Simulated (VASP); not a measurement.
Consider the following.

```xyz
1
Lattice="0.0000 2.7626 2.7626 2.7626 0.0000 2.7626 2.7626 2.7626 0.0000" Properties=species:S:1:pos:R:3 pbc="T T T"
Ca     0.0000     0.0000     0.0000
```

The numbers are results of PBE GGA, VASP's PBE PAW potentials (set 64) (plane waves; VASP 6.6.1), not measurements. Settings: 480 eV cut-off, 10×10×10 Γ-centred mesh, first-order Methfessel-Paxton smearing of 0.10 eV, potentials Ca_sv.

Energy and stress use the plane-wave basis of the starting cell.

The ions, cell shape and volume at an external pressure of 2.0 GPa are relaxed. Give the cell that the relaxation ends in.

```xyz
1
Lattice="0.0000 2.6763 2.6763 2.6763 0.0000 2.6763 2.6763 2.6763 0.0000" Properties=species:S:1:pos:R:3 pbc="T T T"
Ca     0.0000     0.0000     0.0000
```
Space group Fm-3m (225), at a tolerance of 0.03 Å.

How do energy and volume change from the first to the last step?

The energy (σ→0) changes by +22.9 meV/atom and the volume by -9.1 %, in 3 ionic steps.

The compound is Ca in the fcc structure. This run relaxes it under an external pressure of 2 GPa. Symmetry was kept, so distortions that lower it aren't found.
